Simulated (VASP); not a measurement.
Set up this calculation in VASP 6.6.1, as the native input.

| Property | Result |
| --- | --- |
| Task | band structure |
| Functional | TB-mBJ |
| Potentials or basis | VASP PAW PBE potentials, release 64 (Sn_d, Se) |
| Cutoff | 520 eV |
| k mesh | 6 × 6 × 4 |
| Occupations | gaussian, width 0.03 eV |
| Spin | spin-orbit coupling, no magnetisation |
| Further INCAR settings | ALGO = Normal; EDIFF = 1e-06; NBANDS = 41 |

The system is SnSe2.

```
CELL_PARAMETERS angstrom
3.84061 0.00000 0.00000
-1.92031 3.32607 0.00000
0.00000 0.00000 6.00884
ATOMIC_POSITIONS crystal
Sn 0.00000 0.00000 0.00000
Se 0.33333 0.66667 0.26544
Se 0.66667 0.33333 0.73456
```

The cell was built by a generator and needn't be a form met in nature.

The input as run:

POSCAR

```
SnSe2                                   
1.0
    3.8406113576      0.0000000000     -0.0000000000
   -1.9203056787      3.3260670059     -0.0000000000
    0.0000000000      0.0000000000      6.0088390555
  Sn              Se            
     1     2
Direct
     0.0000000000000000    0.0000000000000000    0.0000000000000000
     0.3333333300000021    0.6666666699999979    0.2654415965869306
     0.6666666699999979    0.3333333300000021    0.7345584034130694
```

INCAR.step1

```
SYSTEM = SnSe2
PREC = Accurate
ENCUT = 520
EDIFF = 1E-5
ISMEAR = 0
SIGMA = 0.03
LREAL = .False.
LASPH = .True.
NELM = 80
ALGO = Normal
ISIF = 2
LWAVE = .True.
LCHARG = .False.
LNONCOLLINEAR = .True.
MAGMOM = 0 0 0 0 0 0 0 0 0
LORBIT = 11
LSORBIT = .True.
GGA_COMPAT = .False.
NBANDS = 41
GGA = PE
```

INCAR.step2

```
SYSTEM = SnSe2
PREC = Accurate
ENCUT = 520
EDIFF = 1E-6
ISMEAR = 0
SIGMA = 0.03
LREAL = .False.
LASPH = .True.
NELM = 80
ALGO = Normal
ISIF = 2
LWAVE = .False.
LCHARG = .False.
LNONCOLLINEAR = .True.
MAGMOM = 0 0 0 0 0 0 0 0 0
LORBIT = 11
LSORBIT = .True.
GGA_COMPAT = .False.
METAGGA = MBJ
NBANDS = 41
ISTART = 1
```

KPOINTS

```
Automatic mesh
0
Gamma
  6 6 4
  0 0 0
```

KPOINTS_OPT

```
explicit points
186
Reciprocal
 0.0000000000  0.0000000000  0.0000000000 1
 0.0263157895  0.0000000000  0.0000000000 1
 0.0526315789  0.0000000000  0.0000000000 1
 0.0789473684  0.0000000000  0.0000000000 1
 0.1052631579  0.0000000000  0.0000000000 1
 0.1315789474  0.0000000000  0.0000000000 1
[... 178 lines left out ...]
 0.5000000000  0.0000000000  0.5000000000 1
 0.5000000000  0.0000000000  0.0000000000 1
```

Potentials or basis: VASP PAW PBE potentials, release 64 (Sn_d, Se).

Command:

```sh
$ cat potpaw_PBE.64/Sn_d/POTCAR potpaw_PBE.64/Se/POTCAR > POTCAR
$ cp INCAR.step1 INCAR
$ mpirun -np 1 vasp_ncl > vasp.out
$ cp INCAR.step2 INCAR
$ mpirun -np 1 vasp_ncl > vasp.out
```

Results of the run:

* Valence electrons inside the program's atomic spheres: Sn 11.92; Se 4.11

It took 26 min on 1 thread of Intel(R) Xeon(R) Platinum 8488C (Sapphire Rapids), with other jobs on the host, peak memory 0.5 GiB.
